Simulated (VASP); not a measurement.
VASP input:

**KPOINTS**
```
Automatic mesh
0
Gamma
7 7 4
0 0 0
```

INCAR:
```
SYSTEM = Os2N
PREC = Accurate
ENCUT = 520
EDIFF = 1E-6
NELM = 60
ALGO = Normal
LREAL = .FALSE.
LASPH = .TRUE.
ISMEAR = 0
SIGMA = 0.05
GGA = PE
LMAXMIX = 6
LWAVE = .FALSE.
LCHARG = .FALSE.
ISIF = 2
IMIX = 1
AMIX = 1.9
BMIX = 0.0001
```

**POSCAR**
```
Os2N
1
    2.7832150000     0.0000000000     0.0000000000
   -1.3916080000     2.4103350000     0.0000000000
    0.0000000000     0.0000000000     4.4899040000
N Os
1 2
Direct
  0.0000000000   0.0000000000   0.0000000000
  0.3333330000   0.6666670000   0.2520000000
  0.6666670000   0.3333330000   0.7480000000
```

POTCAR, in this order: N Os (PBE.64 set). Program: vasp_std.

The run wrote:

**standard output**
```
 POSCAR found type information on POSCAR N Os
 POSCAR found :  2 types and       3 ions
 Reading from existing POTCAR
 Reading from existing POTCAR
 LDA part: xc-table for (Slater+PW92), standard interpolation
 POSCAR, INCAR and KPOINTS ok, starting setup
 WAVECAR not read
 entering main loop
       N       E                     dE             d eps       ncg     rms          rms(c)
DAV:   1     0.164797864678E+03    0.16480E+03   -0.10380E+04   784   0.146E+03
DAV:   2    -0.124863509364E+02   -0.17728E+03   -0.17024E+03   814   0.471E+02
DAV:   3    -0.275760762828E+02   -0.15090E+02   -0.14560E+02  1060   0.103E+02
DAV:   4    -0.281145031307E+02   -0.53843E+00   -0.53053E+00   886   0.233E+01
DAV:   5    -0.281248580491E+02   -0.10355E-01   -0.10352E-01  1102   0.255E+00    0.563E+01
DAV:   6    -0.977708808505E+02   -0.69646E+02   -0.41460E+02  1064   0.188E+02    0.814E+01
DAV:   7    -0.123290473182E+04   -0.11351E+04   -0.11017E+04  1414   0.654E+02    0.337E+02
DAV:   8    -0.739322132078E+04   -0.61603E+04   -0.63149E+04  1112   0.237E+03    0.285E+03
DAV:   9    -0.162016983164E+05   -0.88085E+04   -0.99528E+04  1478   0.159E+03    0.544E+03
DAV:  10    -0.271487461861E+05   -0.10947E+05   -0.14030E+05  1206   0.309E+03    0.818E+03
DAV:  11    -0.402900033950E+05   -0.13141E+05   -0.17771E+05  1568   0.279E+03    0.107E+04
DAV:  12    -0.538015123749E+05   -0.13512E+05   -0.21240E+05  1176   0.387E+03    0.131E+04
DAV:  13    -0.684513081016E+05   -0.14650E+05   -0.24170E+05  1568   0.391E+03    0.153E+04
DAV:  14    -0.824280261856E+05   -0.13977E+05   -0.27129E+05  1176   0.469E+03    0.172E+04
DAV:  15    -0.970925269050E+05   -0.14665E+05   -0.29486E+05  1568   0.491E+03    0.190E+04
DAV:  16    -0.110354743736E+06   -0.13262E+05   -0.31890E+05  1176   0.538E+03    0.205E+04
DAV:  17    -0.124032250774E+06   -0.13678E+05   -0.33722E+05  1568   0.571E+03    0.219E+04

 -----------------------------------------------------------------------------
|                                                                             |
|     EEEEEEE  RRRRRR   RRRRRR   OOOOOOO  RRRRRR      ###     ###     ###     |
|     E        R     R  R     R  O     O  R     R     ###     ###     ###     |
|     E        R     R  R     R  O     O  R     R     ###     ###     ###     |
|     EEEEE    RRRRRR   RRRRRR   O     O  RRRRRR       #       #       #      |
|     E        R   R    R   R    O     O  R   R                               |
|     E        R    R   R    R   O     O  R    R      ###     ###     ###     |
|     EEEEEEE  R     R  R     R  OOOOOOO  R     R     ###     ###     ###     |
|                                                                             |
|     ERROR FEXCP: supplied Exchange-correletion table                        |
|      is too small, maximal index : 3869                                     |
|                                                                             |
|       ---->  I REFUSE TO CONTINUE WITH THIS SICK JOB ... BYE!!! <----       |
|                                                                             |
 -----------------------------------------------------------------------------
```

Problem. Read the log: what went wrong, and how is it fixed?

Solution. The cause: simple mixing (IMIX = 1) with AMIX above 1 overshoots. VASP stops with an error: ERROR FEXCP: supplied Exchange-correletion table is too small, maximal index : 3869 ----> I REFUSE TO CONTINUE WITH THIS SICK JOB ... BYE!!! <---- To mend it, remove IMIX, remove AMIX, remove BMIX.

The mended run (PBE GGA, plane waves, VASP's PBE PAW potentials (set 64)) converges, and its OSZICAR ends with
```
   1 F= -.25301067E+02 E0= -.25299853E+02  d E =-.242883E-02
```

The structure was generated: Os2N was put into the CdI2 type (P-3m1), which need not be its known phase. The cell was not relaxed at this level. The electron count is odd and the run is not spin-polarised, which forces a metal.
